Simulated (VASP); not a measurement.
The system is Si3Ge.

```xyz
16
Lattice="0.0000 5.4575 5.4575 5.4575 0.0000 5.4575 5.4575 5.4575 0.0000" Properties=species:S:1:pos:R:3 pbc="T T T"
Si    0.0000    0.0000    0.0000
Si    2.7287    2.7287    0.0000
Si    2.7287    0.0000    2.7287
Si    5.4575    2.7287    2.7287
Si    4.0931    4.0931    1.3644
Si    4.0931    1.3644    4.0931
Si    6.8219    4.0931    4.0931
Si    0.0000    2.7287    2.7287
Si    2.7287    2.7287    5.4575
Si    5.4575    5.4575    5.4575
Si    4.0931    4.0931    6.8219
Si    6.8219    6.8219    6.8219
Ge    1.3644    1.3644    1.3644
Ge    2.7287    5.4575    2.7287
Ge    1.3644    4.0931    4.0931
Ge    4.0931    6.8219    4.0931
```

The cell comes from a database or a generator and needn't be the stable form of this composition.

```yaml
Program: VASP 6.6.1
Task: relaxation of cell and atoms
Functional: LDA
Potentials_or_basis: VASP PAW LDA potentials, release 64 (Si, Ge_d)
Cutoff: 400 eV
k_mesh: 6 × 6 × 6
Occupations: gaussian, width 0.01 eV
Spin: no spin polarisation
```

At the start: pressure -0.4 GPa; volume 20.32 Å³/atom.

Question: Where does the relaxation end?

Answer: Over 6 steps the energy falls by 3.9 meV/atom and the volume is 20.23 Å³/atom (-0.4 %); space group Cm (No. 8, to 0.05 Å).

Step by step:
```tsv
step	energy change (eV)	largest force (eV/Å)	pressure (GPa)	volume (Å³)
1	0.0000	0.5240	-0.39	325.10
2	-0.0589	0.1182	0.25	322.79
3	-0.0608	0.0654	0.35	322.31
4	-0.0626	0.0290	-0.22	324.34
5	-0.0630	0.0232	-0.03	323.72
6	-0.0632	0.0074	-0.02	323.65
```

Final structure:
```cif
data_structure
_symmetry_space_group_name_H-M 'P 1'
_symmetry_Int_Tables_number 1
_cell_length_a 7.7071
_cell_length_b 7.7062
_cell_length_c 7.7065
_cell_angle_alpha 59.998
_cell_angle_beta 60.003
_cell_angle_gamma 60.000
_cell_volume 323.65
loop_
_atom_site_label
_atom_site_type_symbol
_atom_site_fract_x
_atom_site_fract_y
_atom_site_fract_z
_atom_site_occupancy
Si1 Si 0.00266 0.99730 0.99750 1
Si2 Si 0.00266 0.99730 0.50254 1
Si3 Si 0.99880 0.50392 0.99864 1
Si4 Si 0.99992 0.50013 0.49998 1
Si5 Si 0.12100 0.12634 0.62633 1
Si6 Si 0.12498 0.62497 0.12491 1
Si7 Si 0.12498 0.62497 0.62514 1
Si8 Si 0.50116 0.99613 0.00136 1
Si9 Si 0.49860 0.50398 0.99862 1
Si10 Si 0.49860 0.50398 0.49880 1
Si11 Si 0.62516 0.62494 0.12495 1
Si12 Si 0.62637 0.62095 0.62634 1
Ge1 Ge 0.12497 0.12511 0.12496 1
Ge2 Ge 0.49717 0.99704 0.50290 1
Ge3 Ge 0.62648 0.12648 0.12065 1
Ge4 Ge 0.62648 0.12648 0.62639 1
```
